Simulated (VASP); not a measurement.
MgI2:

```
CELL_PARAMETERS angstrom
4.15370 0.00000 0.00000
-2.07685 3.59721 0.00000
0.00000 0.00000 6.86200
ATOMIC_POSITIONS crystal
Mg 0.00000 0.00000 0.00000
I 0.33333 0.66667 0.75763
I 0.66667 0.33333 0.24237
```

| Quantity | Value |
| --- | --- |
| Program | VASP 6.6.1 |
| Task | relaxation of cell and atoms |
| Functional | LDA |
| Potentials or basis | VASP PAW LDA potentials, release 64 (Mg, I) |
| Cutoff | 600 eV |
| k mesh | 6 × 6 × 4 |
| Occupations | gaussian, width 0.02 eV |
| Spin | no spin polarisation |

At the start: pressure -1.5 GPa; volume 34.18 Å³/atom.

Task: Where does the relaxation end?

Result: Over 11 steps the energy falls by 9.0 meV/atom and the volume is 32.01 Å³/atom (-6.3 %); space group P-3m1 (No. 164, to 0.05 Å).

The path:
| step | energy change (eV) | largest force (eV/Å) | pressure (GPa) | volume (Å³) |
| --- | --- | --- | --- | --- |
| 1 | 0.0000 | 0.1379 | -1.50 | 102.53 |
| 2 | -0.0225 | 0.1197 | 0.06 | 97.86 |
| 3 | -0.0226 | 0.1042 | -0.04 | 98.12 |
| 4 | -0.0237 | 0.0827 | -0.03 | 97.88 |
| 5 | -0.0247 | 0.0499 | -0.03 | 97.53 |
| 6 | -0.0242 | 0.0161 | -0.01 | 96.83 |
| 7 | -0.0249 | 0.0274 | -0.02 | 97.29 |
| 8 | -0.0255 | 0.0233 | -0.02 | 97.10 |
| 9 | -0.0266 | 0.0102 | -0.02 | 96.50 |
| 10 | -0.0262 | 0.0214 | 0.02 | 95.30 |
| 11 | -0.0269 | 0.0001 | 0.00 | 96.04 |

Final structure:
```cif
data_structure
_symmetry_space_group_name_H-M 'P 1'
_symmetry_Int_Tables_number 1
_cell_length_a 4.0725
_cell_length_b 4.0725
_cell_length_c 6.6867
_cell_angle_alpha 90.000
_cell_angle_beta 90.000
_cell_angle_gamma 120.000
_cell_volume 96.04
loop_
_atom_site_label
_atom_site_type_symbol
_atom_site_fract_x
_atom_site_fract_y
_atom_site_fract_z
_atom_site_occupancy
Mg1 Mg 0.00000 0.00000 0.00000 1
I1 I 0.33333 0.66667 0.75234 1
I2 I 0.66667 0.33333 0.24766 1
```
